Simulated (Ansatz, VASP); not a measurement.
# Sc in two plane-wave programs, part 2 of 2

One calculation is typed for both programs; each brings its own data sets. How far apart do they land? The cell is taken from a series of runs on this material, whose earlier steps may have relaxed, scaled, displaced or heated it; both programs get it as it stands.

VASP 6.6.1 and Ansatz 0.2.0.

So far: Starting point; Ansatz: zone-centre phonons, LDA, pair 1; VASP: zone-centre phonons, LDA, pair 1; Comparison.

## (5) Ansatz: zone-centre phonons, LDA, pair 2

Level of this step: Ansatz beside VASP: Kohn-Sham DFT, plane waves, LDA (Ansatz).

Second derivatives magnify differences that forces hide, and they need a tight electronic threshold. The cell compared in this pair holds 44.58 Å³, against 44.13 Å³ for the pair before.

The cell is taken from a series of runs on this material, whose earlier steps may have relaxed, scaled, displaced or heated it; both programs get it as it stands.

input.yaml reads:

```yaml
crystal:
  lattice:
    - [3.2201624519, 0.0, 0.0]
    - [-1.6100812259, 2.7887424876, 0.0]
    - [0.0, 0.0, 4.9639860245]
  atoms:
    - { symbol: Sc, position: [0.3333333333, 0.6666666667, 0.25] }
    - { symbol: Sc, position: [0.6666666667, 0.3333333333, 0.75] }
kpoints:
  mp_grid: { grid: [15, 15, 8] }
hamiltonian:
  xc: lda
  pseudopotentials: { kind: paw, azcp: { folder: soft_1 }, xc_functional: pbe }
scf:
  occupations: { method: methfessel_paxton, width: 0.2 }
output:
  eigenvalues: true
phonons:
  method: dfpt
```

The run is started by

```
$ ansatz run input.yaml --threads 4 --pin off --max-ram 10240MiB --backend cpu --events-out ev --progress --plain --runs-dir out
```

Numbers of over 12 decimals in the logs are rounded to 6 here.

Output:

```text
[...]
Crystal: 2 atoms, lattice volume = 44.578 Å³
Basis set: ecut = 420 eV, 881 PW (Γ), exchange–correlation on 48×48×72 points (8 copies of the dense FFT grid, shifted against one another)
Bands: 15, of which v1, the nominal top of the filled ones, is band 11 counted from 1 (10 counted from 0)
Symmetry: 24 space group operations
k-points: 320 of 1800 (irreducible under 4 space group operations, time reversal used)
[...]
k-point 1: bands = [... 7 lower, -17.2497, 4.8969, 8.1459, 10.9458, 11.5920, 11.5920, 11.9571, 12.1132]
  k-point 2: bands = [... 7 lower, -17.2858, 5.2416, 7.7899, 10.7905, 11.4961, 11.4961, 11.7300, 11.9218]
  k-point 319: bands = [... 7 lower, -17.3405, 8.6266, 8.6266, 10.1855, 10.1855, 10.8126, 10.8126, 12.4073]
[...]
ASR residual: 4.476e-5 → 0.000e0 eV/Å²; symmetrization residual: 2.501e-10 eV/Å²
  ASR residual per site (eV/Å²): 4.48e-5 4.48e-5
  Γ frequencies (cm⁻¹): 0.00 0.00 0.00 138.36 138.36 243.60
[...]
[key lines of the parts left out:]
SCF converged after 8 iterations
Free energy (F): -4178.027374 eV
Fermi energy:    10.017282 eV
```

## (6) VASP: zone-centre phonons, LDA, pair 2

The same cell, functional (in two slightly different forms), mesh and smearing now go to VASP, with its own data sets.

INCAR reads:

```
SYSTEM = Sc
PREC = Accurate
ENCUT = 500
EDIFF = 1E-08
NELM = 120
ISMEAR = 1
SIGMA = 0.2
LREAL = .FALSE.
ALGO = Normal
GGA = CA
NBANDS = 17
LASPH = .TRUE.
LORBIT = 11
LWAVE = .FALSE.
LCHARG = .FALSE.
ISIF = 2
IBRION = 8
GGA_COMPAT = .FALSE.
KPAR = 2
```

POSCAR reads:

```
Sc
1.0
    3.2201624519      0.0000000000      0.0000000000
   -1.6100812259      2.7887424876      0.0000000000
    0.0000000000      0.0000000000      4.9639860245
Sc
2
Direct
    0.3333333333      0.6666666667      0.2500000000
    0.6666666667      0.3333333333      0.7500000000
```

KPOINTS reads:

```
Automatic mesh
0
Gamma
15 15 8
0 0 0
```

The projector-augmented-wave data sets are Sc_sv (LDA family, release 64).

The run is started by

```
$ mpirun -np 2 vasp_std
```

Output:

```text
[... set-up lines as in an earlier step ...]
 entering main loop
       N       E                     dE             d eps       ncg     rms          rms(c)
DAV:   1     0.354431675107E+03    0.35443E+03   -0.10799E+04  4614   0.140E+03
DAV:   2     0.610550296679E+01   -0.34833E+03   -0.34204E+03  5951   0.591E+02
DAV:   3    -0.144142738921E+02   -0.20520E+02   -0.19815E+02  7737   0.176E+02
DAV:   4    -0.147170210097E+02   -0.30275E+00   -0.30101E+00  6694   0.202E+01
[...]
DAV:  12    -0.134476349645E+02    0.41373E-08   -0.13890E-07  7340   0.447E-03    0.666E-04
DAV:  13    -0.134476349493E+02    0.15195E-07   -0.11221E-08  3959   0.104E-03    0.926E-05
DAV:  14    -0.134476349495E+02   -0.24374E-09   -0.15114E-09  3952   0.845E-04
   1 F= -.13447635E+02 E0= -.13447094E+02  d E =-.162259E-02
 Linear response reoptimize wavefunctions to high precision
DAV:   1    -0.134476349496E+02   -0.97316E-10   -0.58751E-10  3887   0.474E-04
 Linear response DOF=           2
 Linear response progress:
  Degree of freedom:   1/  2
[...]
RMM:  23    -0.722419676096E+00   -0.24634E-10   -0.18502E-06 47232   0.115E-02    0.255E-06
RMM:  24    -0.722419673672E+00    0.24243E-08   -0.18601E-06 47873   0.115E-02    0.305E-06
RMM:  25    -0.722419673926E+00   -0.25395E-09   -0.18734E-06 48096   0.115E-02    0.297E-06
 first order change of Fermi-energy   0.22008E-04
 force on displaced ion       1 direction 1 :  -1.575  -0.001   0.000
 Linear response progress:
  Degree of freedom:   2/  2
       N       E                     dE             d eps       ncg     rms          rms(c)
RMM:   1    -0.789791798089E+00   -0.78979E+00   -0.10155E+02  6610   0.297E+02
RMM:   2    -0.791204032725E+00   -0.14122E-02   -0.20695E-01 10604   0.543E+00    0.133E-01
RMM:   3    -0.793379725374E+00   -0.21757E-02   -0.76873E-03 11087   0.102E+00    0.465E-02
RMM:   4    -0.792501909672E+00    0.87782E-03   -0.15656E-03 13373   0.303E-01    0.176E-02
[...]
RMM:  22    -0.792248893383E+00    0.50549E-08   -0.25269E-06 15727   0.122E-02    0.296E-06
RMM:  23    -0.792248883870E+00    0.95133E-08   -0.27184E-06 16051   0.122E-02    0.299E-06
RMM:  24    -0.792248877930E+00    0.59396E-08   -0.26592E-06 16085   0.122E-02    0.317E-06
 first order change of Fermi-energy   0.82152E-04
 force on displaced ion       1 direction 3 :  -0.000  -0.000  -4.929
 Linear response finished
```

Parts of OUTCAR (step 6):

```text
  Total        0.1979473      0.1979473      0.2007148      0.0000000     -0.0000000      0.0000000
  in kB        7.1144830      7.1144830      7.2139500      0.0000000     -0.0000000      0.0000000
  external PRESSURE =       7.1476387 kB  Pullay stress =       0.0000000 kB

 POSITION                                       TOTAL-FORCE (eV/Angst)
 -----------------------------------------------------------------------------------
     -0.00000      1.85916      1.24100        -0.000000      0.000000      0.000000
      1.61008      0.92958      3.72299         0.000000     -0.000000      0.000000
 -----------------------------------------------------------------------------------
    total drift:                               -0.000000      0.000000     -0.000000

[... 1 part as in an earlier step ...]

[... 1 further part left out ...]
```

## (7) Differences

The two programs side by side:

| quantity | Ansatz | VASP | difference |
| --- | --- | --- | --- |
| optical mode 1 to 2 (cm⁻¹) | 138.4 | 138.1 | +0.22 % |
| optical mode 3 (cm⁻¹) | 243.6 | 244.2 | -0.24 % |

Modes are paired by rising frequency, not by their patterns, so a pair may set unlike modes beside each other; they are those without the splitting of longitudinal modes.

## (8) What came out

```
r.m.s. difference of the optical zone-centre modes, each program's sorted by frequency (zone-centre phonons, LDA, pair 1) : 0.55 cm⁻¹
r.m.s. difference of the optical zone-centre modes, each program's sorted by frequency (zone-centre phonons, LDA, pair 2) : 0.42 cm⁻¹
```

In words: The r.m.s. difference of the optical zone-centre modes, each program's sorted by frequency is 0.55 cm⁻¹ (zone-centre phonons, LDA, pair 1). How closely two codes agree says nothing of how well the functional describes the real material.

[Lines on the potential files, build, host, timing and source positions are cut from VASP's logs without a mark.]

[Logs are printed without paths, hosts, clocks, repeated set-up lines and the standing remarks that a program may print on its own settings, such as how far it seeks lower states.]

[Hosts, paths, dates, database ids (printed as entryN), source tags and the programs' standing remarks are cut or masked in the printed files.]
